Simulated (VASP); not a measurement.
TaSbSe:

```xyz
3
Lattice="3.6296 0.0000 0.0000 0.0000 3.6296 0.0000 0.0000 0.0000 5.6345" Properties=species:S:1:pos:R:3 pbc="T T T"
Ta    0.0000    0.0000    0.0000
Sb    0.0000    0.0000    2.8173
Se    1.8148    1.8148    0.0000
```

The cell was built by a generator and needn't be a form met in nature.

* Program: VASP 6.6.1
* Task: relaxation of cell and atoms
* Functional: BLYP
* Dispersion: D4
* Potentials or basis: VASP PAW PBE potentials, release 64 (Ta_pv, Sb, Se)
* Cutoff: 600 eV
* k mesh: 7 × 7 × 5
* Occupations: fermi-dirac, width 0.05 eV
* Spin: no spin polarisation

At the start: pressure 1.4 GPa; volume 24.74 Å³/atom.

Q: Where does the relaxation end?

A: Over 4 steps the energy falls by 4.0 meV/atom and the volume is 25.43 Å³/atom (+2.8 %); space group P4/mmm (No. 123, to 0.05 Å).

Step by step:
```tsv
step	energy change (eV)	largest force (eV/Å)	pressure (GPa)	volume (Å³)
1	0.0000	0.0000	1.39	74.23
2	-0.0102	0.0000	-0.33	76.56
3	-0.0102	0.0000	-0.21	76.38
4	-0.0121	0.0000	0.01	76.29
```

Final structure:
```
Ta Sb Se
1.0
     3.68559    0.00000    0.00000
     0.00000    3.68559    0.00000
     0.00000    0.00000    5.61669
Ta Sb Se
1 1 1
Cartesian
  0.0000 0.0000 0.0000
  0.0000 0.0000 2.8083
  1.8428 1.8428 0.0000
```

Caveat: the PAW data sets were made with another functional, which shifts forces and pressure a little; pairwise dispersion overbinds metals, which lowers pressure and volume.
